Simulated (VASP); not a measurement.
Output of a VASP run:

File OSZICAR:
```
       N       E                     dE             d eps       ncg     rms          rms(c)
DAV:   1     0.433972368245E+03    0.43397E+03   -0.23208E+04  1000   0.206E+03
DAV:   2    -0.147861254854E+02   -0.44876E+03   -0.43808E+03  1200   0.507E+02
DAV:   3    -0.501203640355E+02   -0.35334E+02   -0.35190E+02  1210   0.156E+02
DAV:   4    -0.509574501177E+02   -0.83709E+00   -0.83619E+00  1663   0.218E+01
DAV:   5    -0.509650611623E+02   -0.76110E-02   -0.76053E-02  1352   0.166E+00    0.113E+01
DAV:   6    -0.404401298146E+02    0.10525E+02   -0.47658E+00  1555   0.406E+01    0.782E+00
DAV:   7    -0.380883417109E+02    0.23518E+01   -0.31842E+00  1635   0.198E+01    0.368E+00
DAV:   8    -0.430549560997E+02   -0.49666E+01   -0.16123E+00  1435   0.251E+01    0.145E+00
DAV:   9    -0.374109214431E+02    0.56440E+01   -0.11266E+00  1477   0.186E+01    0.125E+00
DAV:  10    -0.383477573332E+02   -0.93684E+00   -0.58620E-01  1021   0.659E+00    0.420E-01
DAV:  11    -0.383127334088E+02    0.35024E-01   -0.22344E-02  1138   0.223E+00    0.173E-01
DAV:  12    -0.383507970424E+02   -0.38064E-01   -0.11387E-02  1115   0.162E+00    0.811E-02
DAV:  13    -0.383557209158E+02   -0.49239E-02   -0.30509E-03  1435   0.846E-01    0.290E-02
DAV:  14    -0.383557923482E+02   -0.71432E-04   -0.62886E-04  1192   0.270E-01    0.334E-02
DAV:  15    -0.383548755771E+02    0.91677E-03   -0.18516E-04  1441   0.539E-01    0.164E-02
DAV:  16    -0.383561961824E+02   -0.13206E-02   -0.49511E-04  1056   0.299E-01    0.177E-02
DAV:  17    -0.383562106043E+02   -0.14422E-04   -0.31813E-05  1223   0.842E-02    0.136E-02
DAV:  18    -0.383562154076E+02   -0.48033E-05   -0.38598E-06  1557   0.423E-02    0.912E-03
DAV:  19    -0.383562214658E+02   -0.60582E-05   -0.87215E-06  1067   0.494E-02    0.463E-03
DAV:  20    -0.383562258614E+02   -0.43957E-05   -0.15778E-06  1331   0.354E-02    0.170E-03
DAV:  21    -0.383562258848E+02   -0.23428E-07   -0.10139E-06  1062   0.105E-02    0.134E-03
DAV:  22    -0.383562260629E+02   -0.17809E-06   -0.56327E-08   816   0.539E-03    0.701E-04
DAV:  23    -0.383562263123E+02   -0.24939E-06   -0.46480E-08   703   0.246E-03    0.871E-04
DAV:  24    -0.383562267897E+02   -0.47740E-06   -0.27037E-08   532   0.533E-03    0.253E-04
DAV:  25    -0.383562268667E+02   -0.76956E-07   -0.60741E-09   527   0.846E-04
   1 F= -.38356227E+02 E0= -.38356227E+02  d E =0.000000E+00
       N       E                     dE             ncg
       N       E                     dE             ncg
       N       E                     dE             ncg
```

OUTCAR:
```
------------------------ aborting loop because EDIFF is reached ----------------------------------------
  FORCE on cell =-STRESS in cart. coord.  units (eV):
  Direction    XX          YY          ZZ          XY          YZ          ZX
  --------------------------------------------------------------------------------------
  Total        0.0092158      0.0092158      0.0092158      0.0000000      0.0000000     -0.0000000
  in kB        0.2222688      0.2222688      0.2222688      0.0000000      0.0000000     -0.0000000
  external PRESSURE =       0.2222688 kB  Pullay stress =       0.0000000 kB
  volume of cell :       66.43
      direct lattice vectors                 reciprocal lattice vectors
     4.050000000  0.000000000  0.000000000     0.246913580  0.000000000  0.000000000
     0.000000000  4.050000000  0.000000000     0.000000000  0.246913580  0.000000000
     0.000000000  0.000000000  4.050000000     0.000000000  0.000000000  0.246913580
 POSITION                                       TOTAL-FORCE (eV/Angst)
 -----------------------------------------------------------------------------------
      0.00000      0.00000      0.00000         0.000000      0.000000      0.000000
      2.02500      2.02500      2.02500         0.000000      0.000000      0.000000
      2.02500      0.00000      2.02500         0.000000      0.000000      0.000000
      0.00000      2.02500      2.02500         0.000000      0.000000      0.000000
      2.02500      2.02500      0.00000         0.000000      0.000000      0.000000
 -----------------------------------------------------------------------------------
    total drift:                                0.000000      0.000000     -0.000000
  FREE ENERGIE OF THE ION-ELECTRON SYSTEM (eV)
  ---------------------------------------------------
  free  energy   TOTEN  =       -38.3562268667 eV

  energy  without entropy=      -38.3562268667  energy(sigma->0) =      -38.35622687

 total charge

# of ion       s       p       d       tot
------------------------------------------
    1        1.956   5.682   0.021   7.659
    2        0.318   0.359   9.969  10.647
    3        1.737   4.393   0.000   6.130
    4        1.737   4.393   0.000   6.130
    5        1.737   4.393   0.000   6.130
--------------------------------------------------
tot          7.484  19.222   9.990  36.697

 Electric field gradients after diagonalization (V/A^2)
 (convention: |V_zz| > |V_xx| > |V_yy|)
----------------------------------------------------------------------
 ion       V_xx      V_yy      V_zz     asymmetry (V_yy - V_xx)/ V_zz
----------------------------------------------------------------------
   1       0.000     0.000     0.000      -0.347
   2       0.000    -0.000    -0.000       1.418
   3     -46.695   -46.695    93.389       0.000
   4     -46.695   -46.695    93.389       0.000
   5     -46.695   -46.695    93.389       0.000
```
(Selected blocks of OUTCAR.)

### POSCAR
```
KZnF3
1
    4.0500000000     0.0000000000     0.0000000000
    0.0000000000     4.0500000000     0.0000000000
    0.0000000000     0.0000000000     4.0500000000
K Zn F
1 1 3
Direct
  0.0000000000   0.0000000000   0.0000000000
  0.5000000000   0.5000000000   0.5000000000
  0.5000000000   0.0000000000   0.5000000000
  0.0000000000   0.5000000000   0.5000000000
  0.5000000000   0.5000000000   0.0000000000
```

Task: Reconstruct the remaining input files.

Result: Several could match; the one computed here: the input of the run itself, r2SCAN meta-GGA, plane waves, VASP's PBE PAW potentials (set 64).

### INCAR
```
SYSTEM = KZnF3
PREC = Accurate; ENCUT = 520; LREAL = .FALSE.
LASPH = .TRUE.
EDIFF = 1E-7; NELM = 100; ALGO = Normal
LMAXMIX = 4; LMIXTAU = .TRUE.
ISMEAR = -5
METAGGA = R2SCAN
ISIF = 2
LWAVE = .FALSE.; LCHARG = .FALSE.; LORBIT = 11
NEDOS = 601
LEFG = .TRUE.
```

File KPOINTS_OPT:
```
k-points along high-symmetry lines
10
Line-mode
Reciprocal
  0.000000   0.000000   0.000000 ! GAMMA
  0.000000   0.500000   0.000000 ! X

  0.000000   0.500000   0.000000 ! X
  0.500000   0.500000   0.000000 ! M

  0.500000   0.500000   0.000000 ! M
  0.000000   0.000000   0.000000 ! GAMMA

  0.000000   0.000000   0.000000 ! GAMMA
  0.500000   0.500000   0.500000 ! R

  0.500000   0.500000   0.500000 ! R
  0.000000   0.500000   0.000000 ! X

  0.500000   0.500000   0.500000 ! R
  0.500000   0.500000   0.000000 ! M
```

File KPOINTS:
```
Automatic mesh
0
G
 6 6 6
0 0 0
```

POTCAR, in this order: K_sv Zn F (PBE.64 set). Program: vasp_std.

The compound is KZnF3 in the cubic perovskite structure. The cell was not relaxed at this level.
